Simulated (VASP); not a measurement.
Data:

```xyz
2
Lattice="0.0000 2.8034 2.8034 2.8034 0.0000 2.8034 2.8034 2.8034 0.0000" Properties=species:S:1:pos:R:3 pbc="T T T"
Ag     0.0000     0.0000     0.0000
Cl     2.8034     2.8034     2.8034
```

These are PBE GGA, VASP's PBE PAW potentials (set 64) (plane waves; VASP) values and carry that method's errors. Numerical set-up: 480 eV cut-off, 7×7×7 Γ-centred mesh, Gaussian smearing of 0.050 eV, potentials Ag Cl.

Problem. Estimate the energy per atom (σ→0).

Solution. 
```yaml
energy per atom (σ→0): -2.701 eV/atom
```

Total energies compare only between runs with the same potentials, cut-off and functional.

The compound is AgCl in the rock salt structure. It was relaxed first. The start is the result of an earlier pass.
